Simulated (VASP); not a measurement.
## GaP (relaxed from the layered h-BN type structure, space group P6_3/mmc): computed properties

All values below come from PBE GGA, VASP's PBE PAW potentials (set 64) (plane waves; VASP 6.6.1).

```json
{
  "space_group": "P6_3/mmc (194)",
  "cell": "a = 4.0636 Å, b = 4.0636 Å, c = 5.8158 Å, α = 90.00°, β = 90.00°, γ = 120.00°",
  "volume_per_atom": "20.79 Å^3/atom",
  "band gap (over mesh and band path)": "none (metal, semimetal or under 0.01 eV)",
  "density": "4.02 g/cm³"
}
```

```cif
data_Ga2P2
_chemical_formula_sum 'Ga2 P2'
_space_group_name_H-M_alt 'P 1'
_space_group_IT_number 1
_cell_length_a 4.06356
_cell_length_b 4.06356
_cell_length_c 5.81584
_cell_angle_alpha 90.000
_cell_angle_beta 90.000
_cell_angle_gamma 120.000
loop_
_space_group_symop_operation_xyz
  'x, y, z'
loop_
_atom_site_label
_atom_site_type_symbol
_atom_site_fract_x
_atom_site_fract_y
_atom_site_fract_z
_atom_site_occupancy
Ga1 Ga 0.33333 0.66667 0.25000 1
Ga2 Ga 0.66667 0.33333 0.75000 1
P1 P 0.66667 0.33333 0.25000 1
P2 P 0.33333 0.66667 0.75000 1
```

Without a dispersion term in the relaxation, distances and binding between the weakly bound layers, chains or molecules are unreliable, and so is what depends on them.

The structure was generated: GaP was put into the layered h-BN type type (P6_3/mmc), which need not be its known phase. It was relaxed first, which changed the volume by -34 %. Symmetry was kept, so distortions that lower it aren't found.
